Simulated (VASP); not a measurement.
Output of a VASP run:

**OSZICAR**
```
       N       E                     dE             d eps       ncg     rms          rms(c)
DAV:   1    -0.600480205397E+03   -0.60048E+03   -0.17793E+01   860   0.856E+00    0.494E+01
DAV:   2    -0.600605029779E+03   -0.12482E+00   -0.39928E-01   842   0.146E+00    0.344E+01
DAV:   3    -0.600586922310E+03    0.18107E-01   -0.93947E-03   824   0.252E-01    0.211E+01
DAV:   4    -0.600579265153E+03    0.76572E-02   -0.35571E-03   816   0.126E-01    0.125E+01
DAV:   5    -0.600576876456E+03    0.23887E-02   -0.83843E-04   794   0.628E-02    0.734E+00
DAV:   6    -0.600576054274E+03    0.82218E-03   -0.23856E-04   786   0.401E-02    0.424E+00
DAV:   7    -0.600575787547E+03    0.26673E-03   -0.89756E-05   786   0.251E-02    0.244E+00
DAV:   8    -0.600575703887E+03    0.83660E-04   -0.24634E-05   512   0.148E-02    0.143E+00
DAV:   9    -0.600575678923E+03    0.24965E-04   -0.16485E-05   410   0.120E-02    0.817E-01
DAV:  10    -0.600575674046E+03    0.48762E-05   -0.62337E-06   402   0.666E-03
   1 F= -.60057567E+03 E0= -.60057567E+03  d E =-.111150E-15  mag=     2.0000
```

### OUTCAR
```
------------------------ aborting loop because EDIFF is reached ----------------------------------------
  volume of cell :      764.49
      direct lattice vectors                 reciprocal lattice vectors
     4.693267657 -8.128978018  0.000000000     0.106535582 -0.061508347  0.000000000
     4.693267657  8.128978018  0.000000000     0.106535582  0.061508347  0.000000000
     0.000000000  0.000000000 10.019202615     0.000000000  0.000000000  0.099808342
  FREE ENERGIE OF THE ION-ELECTRON SYSTEM (eV)
  ---------------------------------------------------
  free  energy   TOTEN  =      -600.5756740464 eV

  energy  without entropy=     -600.5756740464  energy(sigma->0) =     -600.57567405

  exchange ACFDT corr.  =         0.00000000  see jH, gK, PRB 81, 115126

 total charge

# of ion       s       p       d       tot
------------------------------------------
    1        0.412   0.448   0.000   0.860
    2        0.414   0.451   0.000   0.864
    3        0.415   0.454   0.000   0.868
    4        0.410   0.443   0.000   0.853
    5        0.411   0.447   0.000   0.858
    6        0.414   0.451   0.000   0.865
    7        0.414   0.454   0.000   0.869
    8        0.420   0.461   0.000   0.881
    9        0.413   0.449   0.000   0.862
   10        0.413   0.450   0.000   0.863
   11        0.413   0.449   0.000   0.862
   12        0.416   0.444   0.000   0.860
   13        0.412   0.448   0.000   0.860
   14        0.413   0.450   0.000   0.863
   15        0.415   0.453   0.000   0.868
   16        0.402   0.385   0.000   0.787
   17        0.432   0.421   0.000   0.852
   18        0.413   0.450   0.000   0.863
   19        0.406   0.444   0.000   0.849
   20        0.426   0.408   0.000   0.834
   21        0.412   0.447   0.000   0.859
   22        0.413   0.449   0.000   0.862
   23        0.415   0.454   0.000   0.869
   24        0.415   0.437   0.000   0.851
   25        0.413   0.448   0.000   0.862
   26        0.414   0.450   0.000   0.864
   27        0.414   0.450   0.000   0.864
   28        0.411   0.445   0.000   0.856
   29        0.412   0.446   0.000   0.858
   30        0.413   0.450   0.000   0.863
   31        0.414   0.455   0.000   0.869
   32        0.432   0.415   0.000   0.848
   33        0.412   0.446   0.000   0.858
   34        0.413   0.450   0.000   0.863
   35        0.415   0.455   0.000   0.870
   36        0.412   0.447   0.000   0.859
   37        1.235   2.568   0.000   3.803
   38        1.228   2.596   0.000   3.825
   39        1.229   2.599   0.000   3.828
   40        1.229   2.597   0.000   3.825
   41        1.236   2.599   0.000   3.834
   42        1.229   2.598   0.000   3.827
   43        1.229   2.601   0.000   3.830
   44        1.229   2.601   0.000   3.830
   45        1.229   2.604   0.000   3.833
   46        1.229   2.594   0.000   3.823
   47        1.228   2.594   0.000   3.823
   48        1.229   2.601   0.000   3.831
   49        1.234   2.554   0.000   3.789
   50        1.234   2.588   0.000   3.823
   51        1.229   2.598   0.000   3.828
   52        1.237   2.591   0.000   3.828
...
```
(Selected blocks of OUTCAR.)

File POSCAR:
```
Al36N35
1
    4.6932676572    -8.1289780182     0.0000000000
    4.6932676572     8.1289780182     0.0000000000
    0.0000000000     0.0000000000    10.0192026154
Al N
36 35
Direct
  0.2237446543   0.1119311214   0.2503030876
  0.1110304079   0.2218496372   0.0000714132
  0.2224555967   0.1114017081   0.7488653238
  0.1129640928   0.2230260539   0.4989528441
  0.2234467024   0.4446767832   0.2496083055
  0.1114508512   0.5555605141   0.0003399677
  0.2220216326   0.4447321561   0.7504084414
  0.1118071394   0.5573359475   0.5004673187
  0.2223603295   0.7775198747   0.2499603875
  0.1111896638   0.8892777252   0.0007089953
  0.2229279266   0.7787005780   0.7500031735
  0.1111267865   0.8884074070   0.4996347777
  0.5553586331   0.1123779086   0.2506966976
  0.4447884129   0.2222470349   0.9955175090
  0.5556955183   0.1111507408   0.7485326057
  0.4535066164   0.2480417807   0.4998690323
  0.5541173925   0.4423611339   0.2496700722
  0.4452305344   0.5555412793   0.9960843129
  0.5561549856   0.4446257845   0.7432963650
  0.4383162048   0.5377022746   0.5010712132
  0.5551037532   0.7750213180   0.2506291133
  0.4453211693   0.8892093449   0.0009155357
  0.5557513798   0.7789676601   0.7496218010
  0.4444996445   0.8889274175   0.4992948445
  0.8890001198   0.1107793731   0.2513752481
  0.7778295278   0.2216112589   0.0001706616
  0.8891361781   0.1114802923   0.7489405752
  0.7766233843   0.2232606707   0.4991779300
  0.8882611557   0.4447040259   0.2496479946
  0.7775268428   0.5553987712   0.9964006213
  0.8902973360   0.4447967738   0.7507862967
  0.7698809769   0.5432899277   0.5018492085
  0.8873541437   0.7750787427   0.2502900932
  0.7781382600   0.8893590053   0.0006067619
  0.8905572715   0.7793499373   0.7503586936
  0.7759281372   0.8850169002   0.4999023632
  0.2215869855   0.1096812641   0.4401616435
  0.1108573330   0.2218182841   0.1911462714
  0.2210374076   0.1105288693   0.9404955353
  0.1109954167   0.2226569621   0.6910563215
  0.2163120436   0.4446685503   0.4395567720
  0.1113305402   0.5556762890   0.1906663530
  0.2212627364   0.4436734906   0.9412899321
  0.1119865599   0.5566237085   0.6919675078
  0.2226717976   0.7783068152   0.4412146354
  0.1106942529   0.8883302736   0.1917849487
  0.2228086062   0.7782847282   0.9416829995
  0.1117209785   0.8893367992   0.6910050307
  0.5544591725   0.1134003920   0.4409603731
  0.4433549832   0.2194123395   0.1859831131
  0.5565250086   0.1102997359   0.9403550280
  0.4432971546   0.2196741939   0.6945443380
  0.4441134328   0.5561425286   0.1863641211
  0.5559663794   0.4444845899   0.9376211514
  0.4431316253   0.5581070010   0.6952616172
  0.5532259486   0.7696593553   0.4422832868
  0.4451814733   0.8886459882   0.1923871023
  0.5567005832   0.7793461656   0.9410960579
  0.4446392598   0.8891916658   0.6905770952
  0.8872357452   0.1087575973   0.4424823911
  0.7781097332   0.2217887059   0.1913635698
  0.8891045831   0.1111030310   0.9409871329
  0.7785246459   0.2228357262   0.6911196839
  0.8935137396   0.4449169171   0.4402013112
  0.7786308481   0.5556470897   0.1867072739
  0.8896344619   0.4435169592   0.9416022310
  0.7832449660   0.5587210929   0.6959610880
  0.8853679123   0.7719657949   0.4420500276
  0.7779932858   0.8886999563   0.1921378071
  0.8896604546   0.7793266268   0.9415812179
  0.7782105827   0.8892536491   0.6913414445
```

**Question.** Reconstruct the remaining input files.

**Answer.** One answer among several that fit: the input of the run itself, HSE06 screened hybrid, plane waves, VASP's PBE PAW potentials (set 64).

KPOINTS:
```
Automatic mesh
0
Gamma
1 1 1
0 0 0
```

**INCAR**
```
SYSTEM  =  Al36N35
PREC  =  Normal; ENCUT  =  400; LREAL  =  Auto
LASPH  =  .TRUE.; ISYM  =  0; NELECT  =  284.0
EDIFF  =  1E-5; NELM  =  50; NELMIN  =  4
ALGO  =  Normal
ISMEAR  =  0; SIGMA  =  0.05
GGA  =  PE; LHFCALC  =  .TRUE.; AEXX  =  0.25
HFSCREEN  =  0.2; PRECFOCK  =  Fast
ISPIN  =  2; MAGMOM  =  71*0.0282; NUPDOWN  =  2
ISIF  =  0
LWAVE  =  .FALSE.; LCHARG  =  .FALSE.; LORBIT  =  10
```

POTCAR, in this order: Al N (PBE.64 set). Program: vasp_gam. Read from the step before: WAVECAR.

The cell is charged, with a uniform compensating background. The supercell is sampled at Γ alone, which is coarse: total energies, pressure and levels can be off, energies of defects by several tenths of an eV.

The cell is a supercell with a defect, built from AlN (wurtzite): vac_N, charge -1. The cell's shape comes from a PBE relaxation.
